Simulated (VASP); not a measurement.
# CdBr (Fm-3m) in VASP: further runs

Aim: see how the results for CdBr move with the level of theory and the settings. Levels: HSE(alpha, omega), LDA, revPBE, revPBE+D2. Tasks: single point, relaxation of cell and atoms.

All numbers are computed with VASP 6.6.1; they aren't measurements. Logs are shortened: lines on timing, memory, paths and dates and some standing lists are left out, and cuts for length are marked.

## (1) The structure

It takes space group Fm-3m (No. 225, cubic). Conventional cell: a = 6.145 Å, b = 6.145 Å, c = 6.145 Å, α = 90.00°, β = 90.00°, γ = 90.00°. Cd (site symmetry m-3m) has 6 Br at 3.07 Å as nearest neighbours. Br (site symmetry m-3m) has 6 Cd at 3.07 Å as nearest neighbours.

The cell was built by a generator and needn't be a form met in nature.

## (2) Single point, HSE(alpha, omega)

File POSCAR:

```
CdBr
1.0
    0.0000000000      3.0723910300      3.0723910300
    3.0723910300      0.0000000000      3.0723910300
    3.0723910300      3.0723910300      0.0000000000
Cd Br
1 1
Direct
    0.0000000000      0.0000000000      0.0000000000
    0.5000000000      0.5000000000      0.5000000000
```

File INCAR.step1:

```
PREC = Accurate
ENCUT = 520
EDIFF = 1E-5
ISMEAR = -1
SIGMA = 0.05
LREAL = False
LASPH = True
NELM = 100
ALGO = Normal
ISIF = 2
LWAVE = True
LCHARG = False
NBANDS = 16
GGA = PE
```

File INCAR.step2:

```
PREC = Accurate
ENCUT = 520
EDIFF = 1E-6
ISMEAR = -1
SIGMA = 0.05
LREAL = False
LASPH = True
NELM = 100
ALGO = Normal
ISIF = 2
LWAVE = False
LCHARG = False
GGA = PE
LHFCALC = True
HFSCREEN = 0.2
AEXX = 0.5
PRECFOCK = Fast
NBANDS = 16
ISTART = 1
```

File KPOINTS:

```
regular mesh
0
Gamma
  4 4 4
```

Potentials or basis: VASP PAW PBE potentials, release 64 (Cd, Br).

Started as:

```bash
$ cat potpaw_PBE.64/Cd/POTCAR potpaw_PBE.64/Br/POTCAR > POTCAR
$ cp INCAR.step1 INCAR
$ mpirun -np 1 vasp_std > vasp.out
$ cp INCAR.step2 INCAR
$ mpirun -np 1 vasp_std > vasp.out
```

OUTCAR:

```text
PREC = Accurate
   ENCUT = 520
   EDIFF = 1E-6
   ISMEAR = -1
   LREAL = False
   LASPH = True
   NELM = 100
   ISIF = 2
   GGA = PE
   LHFCALC = True
   HFSCREEN = 0.2
   AEXX = 0.5
   PRECFOCK = Fast
   ISTART = 1

 ion  position               nearest neighbor table
   1  0.000  0.000  0.000-   2 3.07   2 3.07   2 3.07   2 3.07   2 3.07   2 3.07
   2  0.500  0.500  0.500-   1 3.07   1 3.07   1 3.07   1 3.07   1 3.07   1 3.07

  LATTYP: Found a face centered cubic cell.
 ALAT       =     6.1447820600

  Lattice vectors:

 A1 = (   0.0000000000,   3.0723910300,   3.0723910300)
 A2 = (   3.0723910300,   0.0000000000,   3.0723910300)
 A3 = (   3.0723910300,   3.0723910300,   0.0000000000)

Analysis of symmetry for initial positions (statically):
=====================================================================
 Subroutine PRICEL returns:
 Original cell was already a primitive cell.

 Routine SETGRP: Setting up the symmetry group for a
 face centered cubic supercell.

 Subroutine GETGRP returns: Found 48 space group operations
 (whereof 48 operations were pure point group operations)
 out of a pool of 48 trial point group operations.

The static configuration has the point symmetry O_h .

Analysis of symmetry for dynamics (positions and initial velocities):
=====================================================================
 Subroutine PRICEL returns:
 Original cell was already a primitive cell.

 Routine SETGRP: Setting up the symmetry group for a
 face centered cubic supercell.

 Subroutine GETGRP returns: Found 48 space group operations
 (whereof 48 operations were pure point group operations)
 out of a pool of 48 trial point group operations.

The dynamic configuration has the point symmetry O_h .

 Subroutine INISYM returns: Found 48 space group operations
 (whereof 48 operations are pure point group operations),
 and found     1 'primitive' translations

----------------------------------------------------------------------------------------

                                     Primitive cell

[... 73 lines left out ...]
   EDIFF  = 0.1E-05   stopping-criterion for ELM
   LREAL  =      F    real-space projection
   EDIFFG = 0.1E-04   stopping-criterion for IOM
   NSW    =      0    number of steps for IOM
   IBRION =     -1    ionic relax: 0-MD 1-quasi-New 2-CG
   NFREE  =      0    steps in history (QN), initial steepest desc. (CG)
   ISIF   =      2    stress and relaxation
   ISYM   =      3    0-nonsym 1-usesym 2-fastsym
   POTIM  = 0.5000    time-step for ionic-motion
   TEBEG  =    0.0;   TEEND  =   0.0 temperature during run
   PSTRESS=    0.0 pullay stress
   NELECT =      19.0000    total number of electrons
   NUPDOWN=      -1.0000    fix difference up-down
   EMIN   =  10.00;   EMAX   =-10.00  energy-range for DOS
   EFERMI =   0.00;   METHOD = LEGACY
   ISMEAR =    -1;   SIGMA  =   0.05  broadening in eV -4-tet -1-fermi 0-gaus
   EFERMI_NEDOS =   21; number of points for ismear=-14 and -15
   IALGO  =     38    algorithm
   IMIX   =      1    mixing-type and parameters
     AMIX     =   0.40;   BMIX     =  1.00
     AMIX_MAG =   1.60;   BMIX_MAG =  1.00
  volume/ion in A,a.u.               =      29.00       195.72
  Fermi-wavevector in a.u.,A,eV,Ry     =   1.128512  2.132579 17.327557  1.273540
  Thomas-Fermi vector in A             =   2.265202
   LORBIT       =      0    0 simple, 1 ext, 2 COOP (PROOUT), +10 PAW based schemes
   GGA     = PE    functional components
   LHFCALC =     T    Hartree Fock is set to
   PRECFOCK=fast      Normal, Fast or Accurate (Low or Medium for compatibility)
   ENCUT4O =  -1.0   cutoff for four orbital integrals eV
   NKREDX  =     1    reduce k-point grid by
   NKREDY  =     1    reduce k-point grid by
   NKREDZ  =     1    reduce k-point grid by
   AEXX    =    0.5000 exact exchange contribution
   HFSCREEN=    0.2000 screening length (either q_TF or 0.3 A-1)
   HFSCREENC=   0.2000 screening length for correlation (either q_TF or 0.3 A-1)
   ENCUTFOCK=  -1.0 apply spherical cutoff to Coloumb kernel
   IVDW    =     0    specifies the selected vdW correction
   LEPSILON=     F    determine dielectric tensor
   LRPA    =     F    only Hartree local field effects (RPA)
 non-spin polarized calculation
  energy-cutoff  :      520.00
  volume of cell :       58.00
 maximum number of plane-waves:      1588
  NGX = 18; NGY = 18; NGZ = 18

 number of electron      19.0000006 magnetization

 Free energy of the ion-electron system (eV)
  ---------------------------------------------------
  ext. energy  EPLUGINS =         0.00000000
  ---------------------------------------------------
  free energy    TOTEN  =        -4.59051189 eV

  energy without entropy =       -4.55919537  energy(sigma->0) =       -4.57485363

 E-fermi :   2.3468     XC(G=0):  -5.9712

 val. band max:        2.3430615286   @ k =   0.5000   0.2500   0.0000
 cond. band min:       2.3997394272   @ k =  -0.2500   0.5000   0.2500
 fundamental gap:      0.0566778986
 Fermi energy:         2.3468445963

 k-point     1 :       0.0000    0.0000    0.0000
  band No.  band energies     occupation
      1     -17.8352      2.00000
      2     -10.1432      2.00000
      3     -10.1432      2.00000
      4     -10.1066      2.00000
      5     -10.1066      2.00000
      6     -10.1066      2.00000
[... 129 lines left out ...]
      3     -10.0945      2.00000
      4     -10.0945      2.00000
      5     -10.0112      2.00000
      6      -9.9820      2.00000
[... 8 lines left out ...]
     15      12.4673      0.00000
     16      15.2938      0.00000

------------------------ aborting loop because EDIFF is reached ----------------------------------------

  FORCE on cell =-STRESS in cart. coord.  units (eV):
  Direction    XX          YY          ZZ          XY          YZ          ZX
  --------------------------------------------------------------------------------------
  -------------------------------------------------------------------------------------
  Total        0.2366316      0.2366316      0.2366316      0.0000000      0.0000000     -0.0000000
  in kB        6.5361776      6.5361776      6.5361776      0.0000000      0.0000000     -0.0000000
  external PRESSURE =       6.5361776 kB  Pullay stress =       0.0000000 kB

 VOLUME and BASIS-vectors are now :
 -----------------------------------------------------------------------------
  energy-cutoff  :      520.00
  volume of cell :       58.00
      direct lattice vectors                 reciprocal lattice vectors
     0.000000000  3.072391030  3.072391030    -0.162739702  0.162739702  0.162739702
     3.072391030  0.000000000  3.072391030     0.162739702 -0.162739702  0.162739702
     3.072391030  3.072391030  0.000000000     0.162739702  0.162739702 -0.162739702

 POSITION                                       TOTAL-FORCE (eV/Angst)
 -----------------------------------------------------------------------------------
      0.00000      0.00000      0.00000        -0.000000      0.000000     -0.000000
      3.07239      3.07239      3.07239         0.000000     -0.000000      0.000000
 -----------------------------------------------------------------------------------
    total drift:                                0.000000      0.000000      0.000000

  FREE ENERGIE OF THE ION-ELECTRON SYSTEM (eV)
  ---------------------------------------------------
  free  energy   TOTEN  =        -4.5905118893 eV

  energy  without entropy=       -4.5591953656  energy(sigma->0) =       -4.57485363
```

OSZICAR.step1:

```text
N       E                     dE             d eps       ncg     rms          rms(c)
DAV:   1     0.122135604100E+03    0.12214E+03   -0.90143E+03   256   0.102E+03
DAV:   2     0.201339960926E+01   -0.12012E+03   -0.11473E+03   296   0.269E+02
DAV:   3    -0.312417421420E+01   -0.51376E+01   -0.51311E+01   312   0.562E+01
DAV:   4    -0.314532827536E+01   -0.21154E-01   -0.21153E-01   320   0.376E+00
DAV:   5    -0.314544454561E+01   -0.11627E-03   -0.11627E-03   296   0.246E-01    0.757E+00
DAV:   6    -0.297688725053E+01    0.16856E+00   -0.25889E-01   336   0.484E+00    0.437E+00
DAV:   7    -0.296379810532E+01    0.13089E-01   -0.75037E-02   280   0.178E+00    0.122E+00
DAV:   8    -0.296345920761E+01    0.33890E-03   -0.76331E-03   304   0.957E-01    0.194E-01
DAV:   9    -0.296354108871E+01   -0.81881E-04   -0.71541E-04   312   0.276E-01    0.364E-02
DAV:  10    -0.296355547579E+01   -0.14387E-04   -0.46958E-05   352   0.851E-02    0.325E-02
DAV:  11    -0.296356393307E+01   -0.84573E-05   -0.15113E-05   296   0.365E-02
   1 F= -.29635639E+01 E0= -.29483673E+01  d E =-.303933E-01
```

Run time: 5.6 min. Hardware: 1 thread of AMD EPYC 7R13 (Zen 3), shared host; peak memory 0.24 GiB.

Results:

```
Free energy            : -4.5905 eV
Pressure               : 0.7 GPa
Band gap on the k mesh : none (metal or under the smearing width)
```

Caveat: the k mesh is coarse (spacing up to 0.44 Å⁻¹), so the values aren't converged, least of all with exact exchange; the PAW data sets were made with another functional, which shifts forces and pressure a little; an odd number of electrons without spin polarisation forces a metal; a magnetic or distorted state may lie lower.

## (3) Relaxation of cell and atoms, LDA

File INCAR:

```
SYSTEM = CdBr
  PREC = Accurate
  ENCUT = 600
  EDIFF = 1E-6
  ISMEAR = -1
  SIGMA = 0.05
  LREAL = .False.
  LASPH = .True.
  NELM = 60
  ALGO = Normal
  ISIF = 3
  LWAVE = .False.
  LCHARG = .False.
  IBRION = 2
  NSW = 60
  EDIFFG = -0.01
```

File KPOINTS:

```
regular mesh
0
Gamma
  6 6 6
  0 0 0
```

POSCAR is that of step 2.

Potentials or basis: VASP PAW LDA potentials, release 64 (Cd, Br).

Started as:

```bash
$ cat potpaw_LDA.64/Cd/POTCAR potpaw_LDA.64/Br/POTCAR > POTCAR
$ mpirun -np 1 vasp_std > vasp.out
```

Run time: 16 s. Hardware: 1 thread of AMD EPYC 9R45 (Zen 5), shared host; peak memory 0.16 GiB.

It converged, with:

```
Free energy                            : -4.1193 eV
Relaxed volume                         : 26.65 Å³/atom
Relaxed cell                           : a = 4.224 Å, b = 4.224 Å, c = 4.224 Å, α = 60.00°, β = 60.00°, γ = 60.00°
Space group after relaxing (to 0.05 Å) : Fm-3m (No. 225)
Energy gained by relaxing              : 21.6 meV/atom
Ionic steps                            : 3
Pressure after relaxing                : 0.0 GPa
Band gap on the k mesh                 : none (metal or under the smearing width)
```

Step by step:
```
step  energy change (eV)  largest force (eV/Å)  pressure (GPa)  volume (Å³)
   1              0.0000                0.0000           -2.70        58.00
   2             -0.0420                0.0000           -0.50        54.00
   3             -0.0431                0.0000           -0.05        53.30
```

Final structure:
```
Cd Br
1.0
     0.00000    2.98707    2.98707
     2.98707    0.00000    2.98707
     2.98707    2.98707    0.00000
Cd Br
1 1
Direct
  0.00000 0.00000 0.00000
  0.50000 0.50000 0.50000
```

Levels at points of the mesh, in eV from the Fermi level:
```csv
k point,band 8,band 9,band 10,band 11,band 12,band 13
"(0.00, 0.00, 0.00)",-3.82,-3.82,-2.88,6.85,6.85,6.85
"(0.50, 0.00, 0.00)",-3.37,-3.37,0.93,2.23,3.63,3.63
"(0.50, 0.50, 0.00)",-4.65,-4.65,-2.10,3.99,5.64,7.00
```

Caveat: an odd number of electrons without spin polarisation forces a metal; a magnetic or distorted state may lie lower.

(Continued in part 2 of 2.)
